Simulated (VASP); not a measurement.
All values below come from revPBE GGA, VASP's PBE PAW potentials (set 64) (plane waves; VASP).

A VASP calculation is set up with these files.

INCAR:
```
SYSTEM  =  VBiO4
PREC  =  Accurate; ENCUT  =  400; LREAL  =  .FALSE.
LASPH  =  .TRUE.
EDIFF  =  1E-6; NELM  =  100; ALGO  =  Normal
LMAXMIX  =  4
ISMEAR  =  -1; SIGMA  =  0.02
GGA  =  RE
ISIF  =  2
LWAVE  =  .FALSE.; LCHARG  =  .FALSE.
```

**POSCAR**
```
VBiO4
5.9329330
 -0.4418608806   0.4418608806   1.0000000000
  0.4418608806  -0.4418608806   1.0000000000
  0.4418608806   0.4418608806  -1.0000000000
V Bi O
2 2 8
Cartesian
  0.0000000000   0.0000000000   1.0000000000
  0.4418608806   0.0000000000   0.5000000000
  0.0000000000   0.0000000000   0.0000000000
  0.0000000000   0.4418608806   0.5000000000
  0.5664921606   0.2209127659  -0.1582600000
  0.6628089954   0.1246312800   0.3417400000
 -0.1246312800   0.2209481147   0.8417400000
  0.2209127659  -0.1246312800   0.3417400000
  0.3172296006   0.2209481147   0.6582600000
  0.2209127659   0.3172296006   0.1582600000
  0.5664921606  -0.2209481147   0.6582600000
  0.2209481147   0.1246312800   1.1582600000
```

### KPOINTS
```
Automatic mesh
0
gamma
 5 5 5
0 0 0
```

POTCAR, in this order: V_sv Bi_d O (PBE.64 set). Program: vasp_std.

**Question.** What will the output report for the number of irreducible k-points (NKPTS), largest plane-wave count, number of space-group operations, FFT grid (NGX, NGY, NGZ)?

**Answer.** 
```yaml
number of irreducible k-points (NKPTS): 21
largest_plane_wave_count: 2984
number_of_space_group_operations: 8
FFT grid (NGX, NGY, NGZ): 48 × 48 × 48
```

The structure comes from a computed database's VBiO4 entry; how it stands against other phases isn't given here. The cell was not relaxed at this level, and its volume differs by +9.3 % from the start's. The run is not spin-polarised, so no magnetic state was tried.
